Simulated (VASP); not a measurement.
Input of a VASP 6.6.1 run:

INCAR

```
SYSTEM = Ti2RuC3
PREC = Normal
ENCUT = 520
EDIFF = 1E-4
ISMEAR = 0
SIGMA = 0.15
LREAL = .False.
LASPH = .True.
NELM = 60
ALGO = Fast
ISIF = 3
LWAVE = .False.
LCHARG = .False.
GGA = PE
IBRION = 2
NSW = 24
EDIFFG = -0.08
```

Contents of KPOINTS:

```
regular mesh
0
Gamma
  5 5 3
  0 0 0
```

File POSCAR:

```
Ti2RuC3
1.0
    3.4796140500      0.0000000000      0.0000000000
    0.0000000000      3.8483326100      0.0000000000
    0.0000000000      0.0000000000      6.5741711600
Ti Ru C
2 1 3
Direct
    0.0000000000      0.5000000000      0.0109640600
    0.0000000000      0.0000000000      0.4921272700
    0.5000000000      0.5000000000      0.3301564800
    0.5000000000      0.0000000000      0.8333196000
    0.5000000000      0.0000000000      0.1696220000
    0.5000000000      0.5000000000      0.6638095400
```

Potentials or basis: VASP PAW PBE potentials, release 64 (Ti_sv, Ru_pv, C).

Launch:

```console
$ cat potpaw_PBE.64/Ti_sv/POTCAR potpaw_PBE.64/Ru_pv/POTCAR potpaw_PBE.64/C/POTCAR > POTCAR
$ mpirun -np 1 vasp_std > vasp.out
```

Question: Estimate the relaxed cell.

Answer: a = 3.241 Å, b = 2.871 Å, c = 6.228 Å, α = 90.00°, β = 90.00°, γ = 90.00°.

Question: Predict the band gap on the k mesh.

Answer: None (metal or under the smearing width).

Step by step:
```tsv
step	energy change (eV)	largest force (eV/Å)	pressure (GPa)	volume (Å³)
1	0.0000	1.0379	-35.12	88.03
2	-1.4640	8.4168	70.51	52.97
3	-3.6177	3.5461	-1.24	65.06
4	-3.6257	3.6311	1.24	64.42
5	-5.2994	3.9177	7.88	59.17
6	-5.3350	2.7784	30.15	55.35
7	-5.5318	3.6257	17.92	57.25
8	-6.3280	2.6071	0.66	61.24
9	-6.3433	2.2595	1.42	60.79
10	-6.7634	1.0852	-5.28	62.00
11	-6.8072	1.3843	-7.21	62.46
12	-7.0751	1.3319	-2.42	59.91
13	-7.1006	1.5251	0.65	58.93
14	-7.3533	1.0706	5.64	57.44
15	-7.4008	1.2985	8.87	56.71
16	-7.5679	1.0539	0.64	58.05
17	-7.5720	1.2326	-0.57	58.27
18	-7.6563	0.6699	-1.62	58.29
19	-7.6967	0.3343	-1.99	58.31
20	-7.7091	0.2520	1.27	57.63
21	-7.7093	0.2420	1.56	57.56
22	-7.7152	0.0847	0.59	57.78
23	-7.7155	0.0974	0.35	57.81
24	-7.7161	0.0138	-0.18	57.95
```

Caveat: the k mesh is coarse (spacing up to 0.36 Å⁻¹), so the values aren't converged; the volume moved by over 15 % at a fixed basis, so the end points are rough; the relaxation stopped at a loose force limit of 0.08 eV/Å, so its end isn't a converged minimum.
